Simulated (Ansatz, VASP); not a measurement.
# Cross-check of ZnSe (Stilleite) between VASP and Ansatz, part 2 of 2

One calculation is typed for both programs; each brings its own data sets. How far apart do they land? The cell is taken from a series of runs on this material, whose earlier steps may have relaxed, scaled, displaced or heated it; both programs get it as it stands.

VASP 6.6.1 and Ansatz 0.2.0.

So far: The starting structure; VASP: G0W0 gap, PBE, DFT+U.

## Step 3: Ansatz: G0W0 gap, PBE, DFT+U

Level of this step: Ansatz beside VASP: Kohn-Sham DFT, plane waves, PBE, DFT+U (Ansatz).

Ansatz runs on its PAW soft_1 files.

The same cell, functional and mesh now go to Ansatz, which takes its cutoff from its data sets.

input.yaml

```yaml
crystal:
  lattice:
    - [0.0, 2.8338, 2.8338]
    - [2.8338, 0.0, 2.8338]
    - [2.8338, 2.8338, 0.0]
  atoms:
    - { symbol: Zn, position: [0.0, 0.0, 0.0] }
    - { symbol: Se, position: [0.25, 0.25, 0.25] }
kpoints:
  mp_grid: { grid: [6, 6, 6] }
hamiltonian:
  xc: pbe
  hubbard:
    projectors: ortho-atomic
    sites: [{ species: Zn, l: d, u_eff: 2.0 }]
  pseudopotentials: { kind: paw, azcp: { folder: soft_1 } }
scf:
  occupations: { method: fixed }
gw:
  n_empty_bands: 189
  ecut_chi: 150.0
  qp_bands: [v2, c2]
  qp_kpoints: band_edges
  screening: { model: contour_deformation }
```

Started as:

```bash
ansatz run input.yaml --threads 3 --pin off --max-ram 92160MiB --backend cuda --events-out ev --progress --plain --runs-dir out --devices 1 --max-vram 13GiB
```

Numbers of over 12 decimals in the logs are rounded to 6 here.

The log of the run:

```text
GPUs: using 1 of 1 available (devices: 1).
Engine: ansatz 0.2.0, x86_64-unknown-linux-gnu
Pseudopotentials: kind: paw
Pseudopotential: Zn, paw, valence charge 12, recommended cutoff 420 eV (normal), soft_1/Zn.paw.azcp
Pseudopotential: Se, paw, valence charge 16, recommended cutoff 420 eV (normal), soft_1/Se.paw.azcp
Functional definition: PBE
  parameter kappa = 0.804
  parameter beta = 0.066725
  exchange = pbe_x(kappa = kappa, mu = beta*pi^2/3)
  correlation = pbe_c(beta = beta)
device memory: the entry about to start is reckoned to put 0.5 GiB on a device that reports 43.4 GiB free (of which the cap on the GPU budget leaves the run 13.0 GiB)
GPU FFT provider: cuFFT
GPU libraries: cuBLAS 13.8.2, cuFFT 12.4.0, cuSOLVER 12.3.4
Crystal: 2 atoms, lattice volume = 45.513 Å³
Basis set: ecut = 420 eV, 893 PW (Γ)
Bands: 18, of which v1, the nominal top of the filled ones, is band 14 counted from 1 (13 counted from 0)
Symmetry: 24 space group operations
Space group: F-43m (ITA 216), of the structure as read, at distance tolerance 3.6e-5 Å
k-points: 16 of 216 (time reversal used)
Non-local potential: Zn, projectors of the file, l = 0: 2, l = 1: 2, l = 2: 3, l = 3: 1
Non-local potential: Se, projectors of the file, l = 0: 2, l = 1: 2, l = 2: 3, l = 3: 1
PAW form: soft (Blöchl's): semilocal exchange-correlation on the pseudo side does not see the compensation charge
PAW one-centre angular grid: Zn, 590 points (default); XC on 64 Gauss nodes
PAW one-centre angular grid: Se, 590 points (default); XC on 64 Gauss nodes
Initial density: superposition of atomic densities (chi_scale 0.1, normalization cell, long waves kept (reshape's long-wave potential 0.00 eV rms))
Initial wavefunctions: pseudopotential atomic-orbital guess
GPU buffer pool allocated for 19683 grid points (all kernels)
GPU transforms: local potential and band sums: pruned to the plane-wave sphere, on 25×27×27
Functional: x = pbe(κ = 0.804, μ = 0.219515), c = pbe(β = 0.066725)
SCF iter   1: F=—  HF=-8789.858219 eV  |F-HF|=—  |Δ(HF+E_count)|=         —  Δρ=6.15e-2  dr2=1.05e0  ethr=3.10e-3  ⟨swp⟩=4.5  Hψ=1409  notcnv=0  defer=24
preconditioner: auto → none  [insulator: Δε(μ)=1.179 eV  Ē_g=13.344 eV  n_scr=14 (ndim 8)  ℏωp=23.4 eV  f_vac=0.060  ε∞_Penn≈4.1]
SCF iter   2: F=—  HF=-8789.601296 eV  |F-HF|=—  |Δ(HF+E_count)|=   2.57e-1  Δρ=2.38e-2  dr2=1.73e-1  ethr=3.10e-3  ⟨swp⟩=3.0  Hψ=637  notcnv=0  defer=25
SCF iter   3: F=—  HF=-8789.523075 eV  |F-HF|=—  |Δ(HF+E_count)|=   7.82e-2  Δρ=1.18e-2  dr2=3.38e-2  ethr=6.19e-4  ⟨swp⟩=2.0  Hψ=580  notcnv=0  defer=28
SCF iter   4: F=—  HF=-8789.517733 eV  |F-HF|=—  |Δ(HF+E_count)|=   5.34e-3  Δρ=2.44e-3  dr2=1.57e-3  ethr=1.21e-4  ⟨swp⟩=2.1  Hψ=579  notcnv=0  defer=28
SCF iter   5: F=—  HF=-8789.518079 eV  |F-HF|=—  |Δ(HF+E_count)|=   3.46e-4  Δρ=7.87e-4  dr2=2.05e-4  ethr=5.62e-6  ⟨swp⟩=2.1  Hψ=469  notcnv=0  defer=28
SCF iter   6: F=—  HF=-8789.518146 eV  |F-HF|=—  |Δ(HF+E_count)|=   6.67e-5  Δρ=6.19e-5  dr2=1.44e-6  ethr=7.31e-7  ⟨swp⟩=2.0  Hψ=546  notcnv=0  defer=28
SCF iter   7: F=—  HF=-8789.518144 eV  |F-HF|=—  |Δ(HF+E_count)|=   1.27e-6  Δρ=2.43e-5  dr2=2.95e-7  ethr=3.57e-10  ⟨swp⟩=5.9  Hψ=1320  notcnv=0
SCF iter   8: F=-8789.518144 eV  HF=-8789.518144 eV  |F-HF|=2.42e-8  |Δ(HF+E_count)|=   5.88e-8  Δρ=1.08e-5  dr2=2.94e-8  ethr=3.57e-10  ⟨swp⟩=4.0  Hψ=1064  notcnv=0
SCF 1 converged in 8 iterations: F = -8789.518144 eV  dr2 = 2.94e-8
  greatest PAW one-centre occupation: 1.000 electrons in one spin orbital (limit 2), on the Se atom at site 1 (counted from 0), in its partial waves of l = 2
device memory: the entry about to start is reckoned to put 0.6 GiB on a device that reports 45.3 GiB free (of which the cap on the GPU budget leaves the run 13.0 GiB)
NSCF: frozen V_eff on 16 k-points, pencils in batches of 32, up to order 72
the band table was solved once the SCF had ended and its energy, with any forces and stress, was formed, with the checks that follow a solve (1128 applications of the Hamiltonian). They found nothing against the state; the energy, forces and stress were not computed again (output.eigenvalues in the input reference)
device memory: the entry about to start is reckoned to put 3.3 GiB on a device that reports 43.9 GiB free (of which the cap on the GPU budget leaves the run 13.0 GiB)
NSCF: frozen V_eff on 16 k-points
G₀W₀ screening: q 1/16
[... further progress lines ...]
device memory: the entry about to start is reckoned to put 0.3 GiB on a device that reports 50.8 GiB free (of which the cap on the GPU budget leaves the run 13.0 GiB)
NSCF: frozen V_eff on 1 k-points
device memory: the entry about to start is reckoned to put 0.3 GiB on a device that reports 50.8 GiB free (of which the cap on the GPU budget leaves the run 13.0 GiB)
NSCF: frozen V_eff on 1 k-points
SCF converged after 8 iterations
Free energy (F): -8789.518144 eV
Harris-Foulkes:  -8789.518144 eV  (|F-HF|=2.42e-8)
Internal energy: -8789.518144 eV  (E = F + TS)
E sigma→0 (E₀):  -8789.518144 eV
Fermi energy:    6.501679 eV
--- Per-component energies (eV) ---
  E_band       = -397.611017
  E_kinetic    = 258.434259
  E_local      = -4840.896718  (includes V_loc(G=0)·N_el)
  E_nonlocal   = 466.334284
  E_hartree    = 2239.459620
  E_xc         = -163.558065
  E_vxc        = -141.429455  (∫ρ·V_xc dr)
  E_hubbard    = 0.013594  (on-site DFT+U / exact-exchange correction)
  E_vhub       = -9.959210  (the Hubbard potential's part of the band-sum identity)
  E_paw        = -4028.361616  (= ΣΔE_a)
  E_vpaw       = -609.018432  (= ΣTr[D̂ρ^β])
  E_aug_tail   = -0.000658  (compensation charges beyond the density's cutoff)
  E_ewald      = -2720.942845
  E_smearing   = -0.000000  (= −TS)
  E_closure    = -0.000000  (closes the sum)
  Σ components = -8789.518144   (vs F -8789.518144, Δ=0.00e0)
--- Band table (eV; the first three rows and the last of 16) ---
  k-point 0: bands = [... 10 lower, -0.5858, 6.5017, 6.5017, 6.5017, 7.8328, 12.3553, 12.3553, 12.3553]
  k-point 1: bands = [... 10 lower, -0.5874, 4.5857, 6.2508, 6.2508, 9.0931, 12.4177, 12.7572, 12.7572]
  k-point 2: bands = [... 10 lower, -0.5789, 2.4071, 5.8267, 5.8267, 9.2252, 13.0296, 13.0296, 14.1091]
  k-point 15: bands = [... 10 lower, -0.2513, 1.7970, 3.8769, 3.9775, 11.0152, 11.3506, 14.8136, 15.1481]
Occupation matrices written to <dir>
--- G₀W₀: contour deformation, 7 samples at zero and on the imaginary axis and 3 off it, 216 q-points, 189 empty bands' worth ---
  eigenvalues of the whole cell's RPA ε∞ on this k-mesh (on a slab, of 1 + 4πα/V) = 8.3035, 8.3035, 8.3035; static W/v taken at q = 0 is 0.120430
  bands read: the sum over 203 bands ends inside a degenerate multiplet in 3 slots, whose members it reads at an even weight; the widest, k=1: bands 203 to 204 (counted from 1) at 1/2 each
  gw.qp_kpoints: band_edges: 9 of 16 stored k-points solved, in 1 pass; an edge of the gap read off the rows below is read off those points alone
    valence top: of the k-points left out ik 7 came nearest to being solved in a further pass, in band 14 (counted from 1, as in the quasiparticle table): it holds the edge there only if its correction is more favourable than any solved in that band by at least 0.892 eV; those differ by 0.107 eV
    conduction bottom: of the k-points left out ik 10 came nearest to being solved in a further pass, in band 15 (counted from 1, as in the quasiparticle table): it holds the edge there only if its correction is more favourable than any solved in that band by at least 1.883 eV; those differ by 0.385 eV
    ik  band        ε_KS         Σx   Σc(E_QP)       V_xc       Z   E_QP_lin       E_QP  E_QP is
     0    13      6.5017   -21.1925     1.9693   -18.4271  0.7656     5.6875     5.7057  root
     0    14      6.5017   -21.1925     1.9693   -18.4271  0.7656     5.6875     5.7057  root
     0    15      7.8328    -9.7970    -3.7441   -13.8224  0.7934     8.1156     8.1142  root
     0    16     12.3553    -6.9682    -4.4247   -11.6445  0.7750    12.6084    12.6069  root
     1    13      6.2508   -20.7510     2.0098   -17.9300  0.7641     5.4201     5.4396  root
     1    14      6.2508   -20.7510     2.0098   -17.9300  0.7641     5.4201     5.4396  root
     1    15      9.0931    -9.9893    -3.8215   -14.0807  0.7861     9.3644     9.3630  root
     1    16     12.4177    -7.6661    -4.4051   -12.2849  0.7724    12.6325    12.6313  root
     2    13      5.8267   -20.0966     2.0985   -17.1605  0.7611     4.9671     4.9891  root
     2    14      5.8267   -20.0966     2.0985   -17.1605  0.7611     4.9671     4.9891  root
     2    15      9.2252    -8.8675    -3.9726   -13.1399  0.7888     9.5267     9.5250  root
     2    16     13.0296    -7.1664    -4.5135   -11.9126  0.7662    13.2636    13.2623  root
     3    13      5.6411   -19.8110     2.1353   -16.8272  0.7597     4.7695     4.7926  root
     3    14      5.6411   -19.8110     2.1353   -16.8272  0.7597     4.7695     4.7926  root
     3    15      9.0875    -8.9015    -3.9196   -13.1144  0.7900     9.3825     9.3808  root
     3    16     12.9354    -7.1468    -4.4196   -11.7753  0.7689    13.1454    13.1443  root
     4    13      5.8166   -20.0964     2.0964   -17.1653  0.7612     4.9600     4.9819  root
     4    14      5.8166   -20.0964     2.0964   -17.1653  0.7612     4.9600     4.9819  root
     4    15      9.8191   -10.8422    -3.8972   -15.0244  0.7789    10.1059    10.1042  root
     4    16     11.2240    -6.6716    -4.1631   -11.0117  0.7857    11.4016    11.4009  root
     6    13      4.6097   -18.9711     2.3558   -15.7539  0.7503     3.7211     3.7483  root
     6    14      5.2601   -19.2915     2.2198   -16.2047  0.7564     4.3677     4.3931  root
     6    15     10.1880    -9.2041    -4.0606   -13.5595  0.7824    10.4847    10.4829  root
     6    16     12.3127    -7.2137    -4.3307   -11.7036  0.7723    12.4725    12.4719  root
[...]
9    13      4.7758   -18.6817     2.3431   -15.4516  0.7512     3.8598     3.8888  root
     9    14      4.7758   -18.6817     2.3431   -15.4516  0.7512     3.8598     3.8888  root
     9    15      9.9698    -6.9778    -3.8063   -10.8709  0.7938    10.0567    10.0565  root
     9    16     10.4604    -8.8918    -4.0385   -13.1673  0.7815    10.6986    10.6974  root
    12    13      4.3383   -17.9602     2.4205   -14.6369  0.7462     3.4041     3.4355  root
    12    14      4.3383   -17.9602     2.4205   -14.6369  0.7462     3.4041     3.4355  root
    12    15      9.5322    -6.9933    -3.6044   -10.5752  0.7973     9.5098     9.5097  root
    12    16     10.0077    -8.9139    -3.8544   -13.0056  0.7866    10.2462    10.2451  root
```

Reading the cycles: dr2 is the Hartree energy of the density residual (eV), the measure of convergence; HF is the Harris–Foulkes estimate of the energy, which meets the free energy F at convergence.

## Step 4: Comparison

Known differences besides the potentials themselves: U acts on the PAW sphere in VASP and on atomic orbitals in Ansatz, so only states and trends compare; fixed occupations in Ansatz, narrow Gaussian smearing in VASP; the data sets hold 28 valence electrons in Ansatz (on its PAW soft_1 files) and 26 in VASP; the cutoff is 420 eV in Ansatz and 430 eV in VASP; Ansatz integrates over frequency by contour deformation, VASP on a grid of NOMEGA points; Ansatz's G0W0 levels solve the quasiparticle equation, VASP's are linearised. Total energies have different zeros and are not compared.

Both answers:

```csv
quantity,Ansatz,VASP,difference
G0W0 gap on the mesh (eV),2.41,2.71,-0.30
Kohn-Sham gap under it (eV),1.33,1.36,-0.02
```

VASP's log warns that its frequency grid doesn't suit quasiparticle energies on this mesh.

## Step 5: Outcome

```yaml
difference_in_g0w0_gap_on_the_mesh_g0w0_gap_pbe_dft_u: -0.30 eV
```

In words: The difference in G0W0 gap on the mesh is -0.30 eV (G0W0 gap, PBE, DFT+U). The data sets hold unlike numbers of valence electrons (28 in Ansatz and 26 in VASP), so part of the differences comes from the potentials. Part of the difference in the G0W0 gap can come from VASP's linearised levels. How closely two codes agree says nothing of how well the functional describes the real material.

[Lines on the potential files, build, host, timing and source positions are cut from VASP's logs without a mark.]

[Logs are printed without paths, hosts, clocks, repeated set-up lines and the standing remarks that a program may print on its own settings, such as how far it seeks lower states.]

[Hosts, paths, dates, database ids (printed as entryN), source tags and the programs' standing remarks are cut or masked in the printed files.]
